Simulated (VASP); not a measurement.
# Ba2Re (P-3m1) in VASP: reference runs

Reference runs on Ba2Re: the cell as given and a disturbed copy.

All numbers are computed with VASP 6.6.1; they aren't measurements. Logs are shortened: lines on timing, memory, paths and dates and some standing lists are left out, and cuts for length are marked.

**1. Starting point**

Symmetry: P-3m1, No. 164, trigonal system. Conventional cell: a = 5.344 Å, b = 5.344 Å, c = 3.527 Å, α = 90.00°, β = 90.00°, γ = 120.00°. Ba (site symmetry 3m) has 3 Re at 3.22 Å and 8 Ba at 3.51 to 3.59 Å as nearest neighbours. Re (site symmetry -3m) is surrounded by 6 Ba at 3.22 Å and 2 Re at 3.53 Å.

The cell was built by a generator and needn't be a form met in nature.

**2. Single point, PBE**

File INCAR:

```
PREC = Accurate ; ENCUT = 520
EDIFF = 1E-7 ; ISMEAR = -1
SIGMA = 0.05 ; LREAL = F
LASPH = T ; NELM = 80
ALGO = Normal ; ISIF = 2
LWAVE = F ; LCHARG = F
GGA = PE ; NBANDS = 20
```

File KPOINTS:

```
regular mesh
0
Gamma
  6 6 8
```

File POSCAR:

```
Ba2Re
1.0
    5.3437000000      0.0000000000      0.0000000000
   -2.6718500000      4.6277800000      0.0000000000
    0.0000000000      0.0000000000      3.5273000000
Ba Re
2 1
Direct
    0.6666700000      0.3333300000      0.7385400000
    0.3333300000      0.6666700000      0.2614600000
    0.0000000000      0.0000000000      0.0000000000
```

Potentials or basis: VASP PAW PBE potentials, release 64 (Ba_sv, Re).

Started as:

```sh
$ cat potpaw_PBE.64/Ba_sv/POTCAR potpaw_PBE.64/Re/POTCAR > POTCAR
$ mpirun -np 1 vasp_std > vasp.out
```

OUTCAR:

```text
PREC = Accurate
   ENCUT = 520
   EDIFF = 1E-7
   ISMEAR = -1
   LREAL = F
   LASPH = T
   NELM = 80
   ISIF = 2
   GGA = PE

 ion  position               nearest neighbor table
   1  0.667  0.333  0.739-   3 3.22   3 3.22   3 3.22   2 3.51   2 3.51   2 3.51   2 3.59   2 3.59
                             2 3.59   3 4.04   3 4.04   3 4.04
   2  0.333  0.667  0.261-   3 3.22   3 3.22   3 3.22   1 3.51   1 3.51   1 3.51   1 3.59   1 3.59
                             1 3.59   3 4.04   3 4.04   3 4.04
   3  0.000  0.000  0.000-   1 3.22   2 3.22   1 3.22   2 3.22   1 3.22   2 3.22   1 4.04   2 4.04
                             1 4.04   2 4.04   1 4.04   2 4.04

  LATTYP: Found a hexagonal cell.
 ALAT       =     5.3437000000
 C/A-ratio  =     0.6600857084

  Lattice vectors:

 A1 = (   5.3437000000,   0.0000000000,   0.0000000000)
 A2 = (  -2.6718500000,   4.6277800000,   0.0000000000)
 A3 = (   0.0000000000,   0.0000000000,   3.5273000000)

Analysis of symmetry for initial positions (statically):
=====================================================================
 Subroutine PRICEL returns:
 Original cell was already a primitive cell.

 Routine SETGRP: Setting up the symmetry group for a
 hexagonal supercell.

 Subroutine GETGRP returns: Found  4 space group operations
 (whereof  4 operations were pure point group operations)
 out of a pool of 24 trial point group operations.

The static configuration has the point symmetry C_2h.

Analysis of symmetry for dynamics (positions and initial velocities):
=====================================================================
 Subroutine PRICEL returns:
 Original cell was already a primitive cell.

 Routine SETGRP: Setting up the symmetry group for a
 hexagonal supercell.

 Subroutine GETGRP returns: Found  4 space group operations
 (whereof  4 operations were pure point group operations)
 out of a pool of 24 trial point group operations.

The dynamic configuration has the point symmetry C_2h.

 Subroutine INISYM returns: Found  4 space group operations
 (whereof  4 operations are pure point group operations),
 and found     1 'primitive' translations

----------------------------------------------------------------------------------------

                                     Primitive cell

  volume of cell :      87.2283

  direct lattice vectors                    reciprocal lattice vectors
     5.343700000  0.000000000  0.000000000     0.187136254  0.108043165  0.000000000
    -2.671850000  4.627780000  0.000000000     0.000000000  0.216086331  0.000000000
     0.000000000  0.000000000  3.527300000     0.000000000  0.000000000  0.283502963

  length of vectors
     5.343700000  5.343700043  3.527300000     0.216086333  0.216086331  0.283502963

  position of ions in fractional coordinates (direct lattice)
     0.666670000  0.333330000  0.738540000
     0.333330000  0.666670000  0.261460000
     0.000000000  0.000000000  0.000000000

  ion indices of the primitive-cell ions
   primitive index   ion index
                 1           1
                 2           2
                 3           3

----------------------------------------------------------------------------------------

 KPOINTS: regular mesh

Automatic generation of k-mesh.
 Grid dimensions read from file:
 generate k-points for:    6    6    8

 Generating k-lattice:

  Cartesian coordinates                     Fractional coordinates (reciprocal lattice)
     0.031189376  0.018007194  0.000000000     0.166666667  0.000000000  0.000000000
     0.000000000  0.036014388  0.000000000     0.000000000  0.166666667  0.000000000
     0.000000000  0.000000000  0.035437870     0.000000000  0.000000000  0.125000000

  Length of vectors
     0.036014389  0.036014388  0.035437870

  Shift w.r.t. Gamma in fractional coordinates (k-lattice)
     0.000000000  0.000000000  0.000000000

 Subroutine IBZKPT returns following result:
 ===========================================

 Found     89 irreducible k-points:

 Following reciprocal coordinates:
            Coordinates               Weight
  0.000000  0.000000  0.000000      1.000000
  0.166667 -0.000000  0.000000      4.000000
 -0.166667  0.166667  0.000000      2.000000
  0.333333  0.000000  0.000000      4.000000
 -0.333333  0.333333  0.000000      2.000000
  0.500000 -0.000000  0.000000      2.000000
[... 16 lines left out ...]
  0.500000 -0.000000  0.125000      4.000000
  0.500000  0.500000  0.125000      2.000000
 [... further k-points ...]
   k-points           NKPTS =     89   k-points in BZ     NKDIM =     89   number of bands    NBANDS=     20
   number of dos      NEDOS =    301   number of ions     NIONS =      3
   total plane-waves  NPLWV =  44800
   dimension x,y,z NGX =    40 NGY =   40 NGZ =   28
   dimension x,y,z NGXF=    80 NGYF=   80 NGZF=   56
   ions per type =               2   1
   NGX,Y,Z   is equivalent  to a cutoff of  12.44, 12.44, 13.20 a.u.
   NGXF,Y,Z  is equivalent  to a cutoff of  24.89, 24.89, 26.39 a.u.
 SYSTEM =  unknown system
   PREC   = accura    normal or accurate (medium, high low for compatibility)
   ISTART =      0    job   : 0-new  1-cont  2-samecut
   ICHARG =      2    charge: 1-file 2-atom 10-const
   ISPIN  =      1    spin polarized calculation?
   LNONCOLLINEAR =      F non collinear calculations
   LSORBIT =      F    spin-orbit coupling
   LASPH  =      T    aspherical Exc in radial PAW
   ENCUT  =  520.0 eV  38.22 Ry    6.18 a.u.   9.94  9.94  6.56*2*pi/ulx,y,z
   NELM   =     80;   NELMIN=  2; NELMDL= -5     # of ELM steps
   EDIFF  = 0.1E-06   stopping-criterion for ELM
   LREAL  =      F    real-space projection
   EDIFFG = 0.1E-05   stopping-criterion for IOM
   NSW    =      0    number of steps for IOM
   IBRION =     -1    ionic relax: 0-MD 1-quasi-New 2-CG
   NFREE  =      0    steps in history (QN), initial steepest desc. (CG)
   ISIF   =      2    stress and relaxation
   ISYM   =      2    0-nonsym 1-usesym 2-fastsym
   POTIM  = 0.5000    time-step for ionic-motion
   TEBEG  =    0.0;   TEEND  =   0.0 temperature during run
   PSTRESS=    0.0 pullay stress
   NELECT =      27.0000    total number of electrons
   NUPDOWN=      -1.0000    fix difference up-down
   EMIN   =  10.00;   EMAX   =-10.00  energy-range for DOS
   EFERMI =   0.00;   METHOD = LEGACY
   ISMEAR =    -1;   SIGMA  =   0.05  broadening in eV -4-tet -1-fermi 0-gaus
   EFERMI_NEDOS =   21; number of points for ismear=-14 and -15
   IALGO  =     38    algorithm
   IMIX   =      4    mixing-type and parameters
     AMIX     =   0.40;   BMIX     =  1.00
     AMIX_MAG =   1.60;   BMIX_MAG =  1.00
  volume/ion in A,a.u.               =      29.08       196.22
  Fermi-wavevector in a.u.,A,eV,Ry     =   1.107415  2.092711 16.685746  1.226368
  Thomas-Fermi vector in A             =   2.243929
   LORBIT       =      0    0 simple, 1 ext, 2 COOP (PROOUT), +10 PAW based schemes
   GGA     = PE    functional components
   LHFCALC =     F    Hartree Fock is set to
   AEXX    =    0.0000 exact exchange contribution
   IVDW    =     0    specifies the selected vdW correction
   LEPSILON=     F    determine dielectric tensor
   LRPA    =     F    only Hartree local field effects (RPA)
 non-spin polarized calculation
  energy-cutoff  :      520.00
  volume of cell :       87.23
 maximum number of plane-waves:      2390
   NGX = 19   NGY = 19   NGZ = 13

 number of electron      27.0000000 magnetization

 Free energy of the ion-electron system (eV)
  ---------------------------------------------------
  ext. energy  EPLUGINS =         0.00000000
  ---------------------------------------------------
  free energy    TOTEN  =       -12.28570322 eV

  energy without entropy =      -12.25962550  energy(sigma->0) =      -12.27266436

 E-fermi :   3.9827     XC(G=0): -10.2408

 val. band max:        3.9823974925   @ k =   0.3333   0.0000   0.3750
 cond. band min:       4.0024659693   @ k =   0.0000   0.0000   0.0000
 fundamental gap:      0.0200684768
 Fermi energy:         3.9826706314

 k-point     1 :       0.0000    0.0000    0.0000
  band No.  band energies     occupation
      1     -23.9886      2.00000
      2     -23.4048      2.00000
      3      -9.8145      2.00000
      4      -9.8143      2.00000
      5      -8.6218      2.00000
      6      -8.3595      2.00000
[... 12 lines left out ...]
     19       8.2542      0.00000
     20       8.2557      0.00000

 k-point     2 :       0.1667   -0.0000    0.0000
  band No.  band energies     occupation
      1     -23.9547      2.00000
      2     -23.4414      2.00000
      3      -9.8559      2.00000
      4      -9.7538      2.00000
      5      -8.5758      2.00000
      6      -8.4645      2.00000
[... 12 lines left out ...]
     19       8.0580      0.00000
     20       8.1146      0.00000

 k-point     3 :      -0.1667    0.1667    0.0000
  band No.  band energies     occupation
      1     -23.9547      2.00000
      2     -23.4414      2.00000
      3      -9.8560      2.00000
      4      -9.7536      2.00000
      5      -8.5758      2.00000
      6      -8.4645      2.00000
[... 12 lines left out ...]
     19       8.0579      0.00000
     20       8.1583      0.00000

 k-point     4 :       0.3333    0.0000    0.0000
  band No.  band energies     occupation
      1     -23.8672      2.00000
      2     -23.5343      2.00000
      3      -9.9307      2.00000
      4      -9.6710      2.00000
      5      -8.6068      2.00000
      6      -8.4537      2.00000
[... 429 lines left out ...]
 k-point    23 :       0.5000   -0.0000    0.1250
  band No.  band energies     occupation
      1     -23.7590      2.00000
      2     -23.5833      2.00000
      3      -9.8791      2.00000
      4      -9.6700      2.00000
      5      -8.8659      2.00000
      6      -8.5573      2.00000
[... 12 lines left out ...]
     19       7.1268      0.00000
     20       8.0314      0.00000

 k-point    24 :       0.5000    0.5000    0.1250
  band No.  band energies     occupation
      1     -23.7591      2.00000
      2     -23.5833      2.00000
      3      -9.8792      2.00000
      4      -9.6699      2.00000
      5      -8.8659      2.00000
      6      -8.5574      2.00000
[... 12 lines left out ...]
     19       7.1267      0.00000
     20       8.0326      0.00000

 [... further k-points ...]

------------------------ aborting loop because EDIFF is reached ----------------------------------------

  FORCE on cell =-STRESS in cart. coord.  units (eV):
  Direction    XX          YY          ZZ          XY          YZ          ZX
  --------------------------------------------------------------------------------------
  -------------------------------------------------------------------------------------
  Total        1.0753126      1.0755531      0.7444161      0.0002083     -0.0000060      0.0000104
  in kB       19.7509571     19.7553744     13.6731694      0.0038251     -0.0001103      0.0001908
  external PRESSURE =      17.7265003 kB  Pullay stress =       0.0000000 kB

 VOLUME and BASIS-vectors are now :
 -----------------------------------------------------------------------------
  energy-cutoff  :      520.00
  volume of cell :       87.23
      direct lattice vectors                 reciprocal lattice vectors
     5.343700000  0.000000000  0.000000000     0.187136254  0.108043165  0.000000000
    -2.671850000  4.627780000  0.000000000     0.000000000  0.216086331  0.000000000
     0.000000000  0.000000000  3.527300000     0.000000000  0.000000000  0.283502963

 POSITION                                       TOTAL-FORCE (eV/Angst)
 -----------------------------------------------------------------------------------
      2.67188      1.54258      2.60505        -0.000172      0.000099     -0.049696
     -0.00003      3.08520      0.92225         0.000172     -0.000099      0.049696
      0.00000      0.00000      0.00000         0.000000      0.000000      0.000000
 -----------------------------------------------------------------------------------
    total drift:                                0.000000      0.000000      0.000000

  FREE ENERGIE OF THE ION-ELECTRON SYSTEM (eV)
  ---------------------------------------------------
  free  energy   TOTEN  =       -12.2857032231 eV

  energy  without entropy=      -12.2596255004  energy(sigma->0) =      -12.27266436
```

It took 75 s on 1 thread of Intel Xeon Platinum 8559C (Emerald Rapids), shared host; peak memory 0.3 GiB.

Results:

* Free energy: -12.2857 eV
* Pressure: 1.8 GPa
* Largest force: 0.050 eV/Å
* Band gap on the k mesh: none (metal or under the smearing width)

Forces in eV/Å, atoms in the order of the input:
```
Ba   0.000  0.000 -0.050
Ba   0.000  0.000  0.050
Re   0.000  0.000  0.000
```

**3. Single point, PBE (atoms moved at random, drawn with an rms of 0.05 Å)**

File INCAR:

```
PREC = Accurate ; ENCUT = 520
EDIFF = 1E-7 ; ISMEAR = -1
SIGMA = 0.05 ; LREAL = False
LASPH = True ; NELM = 60
ALGO = Normal ; ISIF = 2
LWAVE = False ; LCHARG = False
GGA = PE ; NBANDS = 20
```

File KPOINTS:

```
Automatic mesh
0
Gamma
  6 6 8
```

File POSCAR:

```
Ba2Re
1.0
    5.3437000000      0.0000000000      0.0000000000
   -2.6718500000      4.6277800000      0.0000000000
    0.0000000000      0.0000000000      3.5273000000
Ba Re
2 1
Direct
    0.6748410000      0.3339600000      0.7471770000
    0.3286800000      0.6727830000      0.2725260000
    0.0005850000     -0.0104430000      0.0012300000
```

Potentials or basis: VASP PAW PBE potentials, release 64 (Ba_sv, Re).

Started as:

```sh
$ cat potpaw_PBE.64/Ba_sv/POTCAR potpaw_PBE.64/Re/POTCAR > POTCAR
$ mpirun -np 1 vasp_std > vasp.out
```

It took 2.1 min on 1 thread of Intel Xeon Platinum 8559C (Emerald Rapids), shared host; peak memory 0.39 GiB.

The run converged. Its results:

| Quantity | Value |
| --- | --- |
| Free energy | -12.2680 eV |
| Pressure | 1.9 GPa |
| Largest force | 0.350 eV/Å |
| Band gap on the k mesh | none (metal or under the smearing width) |

Forces in eV/Å, atoms in the order of the input:
```
Ba  -0.226 -0.003 -0.041
Ba   0.314 -0.148  0.043
Re  -0.088  0.151 -0.002
```

Stress tensor (GPa, compression positive):
```
1.90 0.60 0.05
0.60 2.27 0.01
0.05 0.01 1.43
```

Levels at points of the mesh, in eV from the Fermi level:
| k point | band 12 | band 13 | band 14 | band 15 | band 16 | band 17 |
| --- | --- | --- | --- | --- | --- | --- |
| (0.00, 0.00, 0.00) | 0.00 | 0.02 | 0.31 | 0.36 | 0.64 | 0.88 |
| (0.50, 0.00, 0.00) | -0.45 | -0.33 | -0.17 | 0.57 | 1.16 | 1.83 |
| (0.00, 0.50, 0.00) | -0.50 | -0.39 | -0.12 | 0.58 | 1.23 | 1.86 |
| (0.50, 0.50, 0.00) | -0.59 | -0.46 | -0.12 | 0.61 | 1.41 | 1.85 |
| (0.00, 0.00, 0.50) | -0.30 | -0.22 | -0.01 | 0.01 | 0.35 | 2.31 |
| (0.50, 0.00, 0.50) | -0.64 | -0.56 | -0.27 | 0.82 | 2.20 | 2.28 |
| (0.00, 0.50, 0.50) | -0.63 | -0.60 | -0.27 | 0.81 | 2.26 | 2.31 |
| (0.50, 0.50, 0.50) | -0.64 | -0.61 | -0.28 | 0.80 | 2.28 | 2.49 |

Spin-orbit coupling is left out, which matters for the levels of Ba, Re.
